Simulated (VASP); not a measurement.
Output of a VASP run:

File OSZICAR:
```
       N       E                     dE             d eps       ncg     rms          rms(c)
DAV:   1     0.488507783202E+02    0.48851E+02   -0.61230E+03  1176   0.945E+02
DAV:   2    -0.131902003462E+02   -0.62041E+02   -0.57002E+02  1296   0.179E+02
DAV:   3    -0.148469248851E+02   -0.16567E+01   -0.16357E+01  1404   0.294E+01
DAV:   4    -0.148602680673E+02   -0.13343E-01   -0.13334E-01  1324   0.311E+00
DAV:   5    -0.148604600546E+02   -0.19199E-03   -0.19196E-03  1420   0.396E-01    0.935E+00
DAV:   6    -0.136003188718E+02    0.12601E+01   -0.69275E+00  1272   0.293E+01    0.401E+00
DAV:   7    -0.135141136890E+02    0.86205E-01   -0.31237E-01  1224   0.657E+00    0.182E+00
DAV:   8    -0.134790391653E+02    0.35075E-01   -0.28128E-02  1324   0.122E+00    0.423E-01
DAV:   9    -0.134772962337E+02    0.17429E-02   -0.38164E-03  1288   0.724E-01    0.201E-01
DAV:  10    -0.134773583617E+02   -0.62128E-04   -0.17110E-04  1288   0.117E-01    0.389E-02
DAV:  11    -0.134773510207E+02    0.73410E-05   -0.83836E-06  1372   0.252E-02    0.131E-02
DAV:  12    -0.134773509775E+02    0.43178E-07   -0.87569E-07   832   0.812E-03
   1 F= -.13477351E+02 E0= -.13477348E+02  d E =-.134774E+02
```

File OUTCAR:
```
------------------------ aborting loop because EDIFF is reached ----------------------------------------
  FORCE on cell =-STRESS in cart. coord.  units (eV):
  Direction    XX          YY          ZZ          XY          YZ          ZX
  --------------------------------------------------------------------------------------
  Total        0.0291689      0.0291689      0.0291689     -0.0000000     -0.0000000      0.0000000
  in kB        0.8654404      0.8654404      0.8654404     -0.0000000     -0.0000000      0.0000000
  external PRESSURE =       0.8654404 kB  Pullay stress =       0.0000000 kB
  volume of cell :       54.00
      direct lattice vectors                 reciprocal lattice vectors
     0.000000000  3.000000000  3.000000000    -0.166666667  0.166666667  0.166666667
     3.000000000  0.000000000  3.000000000     0.166666667 -0.166666667  0.166666667
     3.000000000  3.000000000  0.000000000     0.166666667  0.166666667 -0.166666667
 POSITION                                       TOTAL-FORCE (eV/Angst)
 -----------------------------------------------------------------------------------
      1.50000      1.50000      1.50000         0.000000      0.000000      0.000000
      4.50000      4.50000      4.50000        -0.000000     -0.000000     -0.000000
      0.00000      0.00000      0.00000        -0.000000     -0.000000     -0.000000
 -----------------------------------------------------------------------------------
    total drift:                               -0.000000     -0.000000      0.000000
  FREE ENERGIE OF THE ION-ELECTRON SYSTEM (eV)
  ---------------------------------------------------
  free  energy   TOTEN  =       -13.4773509775 eV

  energy  without entropy=      -13.4773425041  energy(sigma->0) =      -13.47734815

 reached required accuracy - stopping structural energy minimisation
```
(Selected blocks of OUTCAR.)

POSCAR:
```
AuAl2
1
    0.0000000000     3.0000000000     3.0000000000
    3.0000000000     0.0000000000     3.0000000000
    3.0000000000     3.0000000000     0.0000000000
Al Au
2 1
Direct
  0.2500000000   0.2500000000   0.2500000000
  0.7500000000   0.7500000000   0.7500000000
  0.0000000000   0.0000000000   0.0000000000
```

Q: Write an INCAR and KPOINTS that could have produced this output.

A: This is not unique; one that fits is the input of the run itself, PBEsol GGA, plane waves, VASP's PBE PAW potentials (set 64).

**INCAR**
```
SYSTEM = AuAl2
PREC = Accurate; ENCUT = 400; LREAL = .FALSE.
LASPH = .TRUE.
EDIFF = 1E-6; NELM = 100; ALGO = Normal
LMAXMIX = 6
ISMEAR = 1; SIGMA = 0.1
GGA = PS
IBRION = 2; NSW = 60; ISIF = 3
EDIFFG = -0.01
LWAVE = .FALSE.; LCHARG = .FALSE.
```

### KPOINTS
```
Automatic mesh
0
Gamma
10 10 10
0 0 0
```

POTCAR, in this order: Al Au (PBE.64 set). Program: vasp_std.

The compound is AuAl2 in the fluorite structure. The cell was not relaxed at this level. The electron count is odd and the run is not spin-polarised, which forces a metal.
